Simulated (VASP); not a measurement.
Crystal: Si2W.

```xyz
3
Lattice="-1.6069 1.6069 3.9150 1.6069 -1.6069 3.9150 1.6069 1.6069 -3.9150" Properties=species:S:1:pos:R:3 pbc="T T T"
Si    0.0000    0.0000    2.6207
Si    0.0000    0.0000    5.2092
W     0.0000    0.0000    0.0000
```

| Property | Result |
| --- | --- |
| Program | VASP 6.6.1 |
| Task | relaxation of cell and atoms |
| Functional | PBE |
| Potentials or basis | VASP PAW PBE potentials, release 64 (Si, W_sv) |
| Cutoff | 520 eV |
| k mesh | 18 × 18 × 18 |
| Occupations | gaussian, width 0.1 eV |
| Spin | no spin polarisation |

At the start: pressure 3.4 GPa; volume 13.48 Å³/atom.

Question: How do energy, volume and symmetry change on relaxing?

Answer: Over 3 steps the energy falls by 2.1 meV/atom and the volume is 13.68 Å³/atom (+1.5 %); space group I4/mmm (No. 139, to 0.05 Å).

The path:
| step | energy change (eV) | largest force (eV/Å) | pressure (GPa) | volume (Å³) |
| --- | --- | --- | --- | --- |
| 1 | 0.0000 | 0.0626 | 3.38 | 40.44 |
| 2 | 0.0135 | 0.1027 | -5.54 | 42.12 |
| 3 | -0.0062 | 0.0001 | -0.01 | 41.03 |

Final structure:
```
Si W
1.0
    -1.61446    1.61446    3.93549
     1.61446   -1.61446    3.93549
     1.61446    1.61446   -3.93549
Si W
2 1
Direct
  0.33456 0.33456 0.00000
  0.66544 0.66544 0.00000
  0.00000 0.00000 0.00000
```
